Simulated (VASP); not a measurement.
Input of a VASP 6.6.1 run:

Contents of INCAR:

```
PREC = Accurate
ENCUT = 600
EDIFF = 1E-6
ISMEAR = 0
SIGMA = 0.1
LREAL = F
LASPH = T
NELM = 100
ALGO = Normal
ISIF = 3
LWAVE = F
LCHARG = F
GGA = PE
IBRION = 2
NSW = 90
EDIFFG = -0.04
```

The input KPOINTS:

```
regular mesh
0
Gamma
  4 4 4
```

File POSCAR:

```
CaYS6
1.0
    5.1930615600      0.0000000000      0.0000000000
    0.0000000000      5.1930615600      0.0000000000
    0.0000000000      0.0000000000      5.1930615600
Ca Y S
1 1 6
Direct
    0.0000000000      0.0000000000      0.0000000000
    0.5000000000      0.5000000000      0.5000000000
    0.0000000000      0.5000000000      0.5000000000
    0.5000000000      0.0000000000      0.5000000000
    0.5000000000      0.5000000000      0.0000000000
    0.5000000000      0.0000000000      0.0000000000
    0.0000000000      0.5000000000      0.0000000000
    0.0000000000      0.0000000000      0.5000000000
```

Potentials or basis: VASP PAW PBE potentials, release 64 (Ca_sv, Y_sv, S).

The run is started by

```bash
$ cat potpaw_PBE.64/Ca_sv/POTCAR potpaw_PBE.64/Y_sv/POTCAR potpaw_PBE.64/S/POTCAR > POTCAR
$ mpirun -np 1 vasp_std > vasp.out
```

Task: What does it give for the space group after relaxing (to 0.05 Å)?

Result: Pm-3m (No. 221).

Task: Predict the relaxed volume.

Result: 21.49 Å³/atom.

Task: Estimate the relaxed cell.

Result: a = 5.561 Å, b = 5.561 Å, c = 5.561 Å, α = 90.00°, β = 90.00°, γ = 90.00°.

Final structure:
```
Ca Y S
1.0
     5.56068    0.00000    0.00000
     0.00000    5.56068    0.00000
     0.00000    0.00000    5.56068
Ca Y S
1 1 6
Direct
  0.00000 0.00000 0.00000
  0.50000 0.50000 0.50000
  0.00000 0.50000 0.50000
  0.50000 0.00000 0.50000
  0.50000 0.50000 0.00000
  0.50000 0.00000 0.00000
  0.00000 0.50000 0.00000
  0.00000 0.00000 0.50000
```

Caveat: the volume moved by over 15 % at a fixed basis, so the end points are rough.
